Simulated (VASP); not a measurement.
A convergence study with VASP on BeTe (zinc blende): one setting is varied, all else stays as given below, so the limit is that of these other settings.

```
CELL_PARAMETERS angstrom
      0.00000     2.81500     2.81500
      2.81500     0.00000     2.81500
      2.81500     2.81500     0.00000
ATOMIC_POSITIONS crystal
  Be 0.00000 0.00000 0.00000
  Te 0.25000 0.25000 0.25000
```

Method: PBE GGA, VASP's PBE PAW potentials (set 64) (plane waves; VASP). The tightest run used: 550 eV cut-off, 17×17×17 Γ-centred mesh, tetrahedra with Blöchl corrections, potentials Be Te.

The reference is 17×17×17 mesh, which took about 50 core-seconds. Times come from single runs on busy shared machines, so they are rough: good to a factor of about 2.

Question: Of the settings 3×3×3 mesh; 4×4×4 mesh; 5×5×5 mesh; 6×6×6 mesh; 7×7×7 mesh; 8×8×8 mesh; 9×9×9 mesh; 10×10×10 mesh; 11×11×11 mesh; 12×12×12 mesh; 13×13×13 mesh; 14×14×14 mesh; 15×15×15 mesh; 16×16×16 mesh; 17×17×17 mesh, which is the lowest that keeps the difference from the reference in the stress, largest component (GPa) within 0.1 from there on, and what does it cost?

Answer: 6×6×6 mesh; its cost over the reference is about 1/3.
```
setting        difference in the stress, largest component (GPa)  cost over the reference
-------------  -------------------------------------------------  -----------------------
3×3×3 mesh                                                  1.65                about 1/5
4×4×4 mesh                                                  0.46                about 1/4
5×5×5 mesh                                                  0.14                about 1/4
6×6×6 mesh                                                  0.05                about 1/3
7×7×7 mesh                                                  0.01                about 1/3
8×8×8 mesh                                                  0.01                about 1/3
9×9×9 mesh                                                  0.00                about 1/3
10×10×10 mesh                                               0.00                about 1/2
11×11×11 mesh                                               0.00                about 1/2
12×12×12 mesh                                               0.00     within a factor of 2
13×13×13 mesh                                               0.00     within a factor of 2
14×14×14 mesh                                               0.00     within a factor of 2
15×15×15 mesh                                               0.00     within a factor of 2
16×16×16 mesh                                               0.00     within a factor of 2
17×17×17 mesh                                               0.00                reference
```

Left out are rungs that failed or repeat a setting and relaxations that didn't move; long series are thinned to 24 rows.

The compound is BeTe in the zinc blende structure. The cell was not relaxed at this level.
